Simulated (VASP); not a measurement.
These are PBEsol GGA, VASP's PBE PAW potentials (set 64) (plane waves; VASP 6.6.1) values and carry that method's errors.

A VASP calculation is set up with these files.

File POSCAR:
```
SrCl2
1.0
  0.0000000000   3.3409888657   3.3409888657
  3.3409888657   0.0000000000   3.3409888657
  3.3409888657   3.3409888657   0.0000000000
Sr Cl
1 2
direct
  0.0000000000   0.0000000000   0.0000000000
  0.2500000000   0.2500000000   0.2500000000
  0.7500000000   0.7500000000   0.7500000000
```

### INCAR
```
# general
SYSTEM =SrCl2
PREC   =Accurate
ENCUT  =500   # plane-wave cut-off (eV)
LREAL  =.False.   # projection in real space or not
LASPH  =.True.   # aspherical one-centre terms

# electronic loop
EDIFF  =1E-6   # SCF stop (eV)
NELM   =100   # most electronic steps
ALGO   =Normal   # blocked Davidson
LMAXMIX=4

# smearing
ISMEAR =0
SIGMA  =0.05

# functional
GGA    =PS   # PBEsol

# ions
IBRION =2   # conjugate gradients
NSW    =40   # most ionic steps
ISIF   =3   # ions, shape and volume
EDIFFG =-0.02   # ionic stop
PSTRESS=100   # kbar

# output
LWAVE  =.False.
LCHARG =.False.
```

KPOINTS:
```
Automatic mesh
0
Gamma
6 6 6
0 0 0
```

POTCAR, in this order: Sr_sv Cl (PBE.64 set). Program: vasp_std.

Energy and stress use the plane-wave basis of the starting cell.

Problem. What does the run give for the energy per atom (σ→0), volume per atom, band gap (on the k-mesh)?

Solution. 
```yaml
energy per atom (σ→0): -417.7 kJ/mol of atoms
band gap (on the k-mesh): 5.13 eV
volume_per_atom: 23.13 Å³/atom
```

### OSZICAR
```
...
DAV:   2    -0.130316337634E+02    0.19576E+00   -0.46686E-01   616   0.472E+00    0.173E+00
DAV:   3    -0.129857615538E+02    0.45872E-01   -0.12116E-01   864   0.228E+00    0.144E+00
DAV:   4    -0.129860992005E+02   -0.33765E-03   -0.16400E-02   848   0.756E-01    0.811E-01
DAV:   5    -0.129872162951E+02   -0.11171E-02   -0.46261E-03   880   0.354E-01    0.112E-01
DAV:   6    -0.129871188792E+02    0.97416E-04   -0.33519E-04   880   0.140E-01    0.520E-02
DAV:   7    -0.129871222379E+02   -0.33587E-05   -0.38434E-05   640   0.559E-02    0.127E-02
DAV:   8    -0.129871215087E+02    0.72918E-06   -0.59298E-06   608   0.207E-02
   3 F= -.86555386E+01 E0= -.86555386E+01  d E =-.862274E-01
```

The compound is SrCl2 in the fluorite structure. This run relaxes it under an external pressure of 10 GPa. Symmetry was kept, so distortions that lower it aren't found.
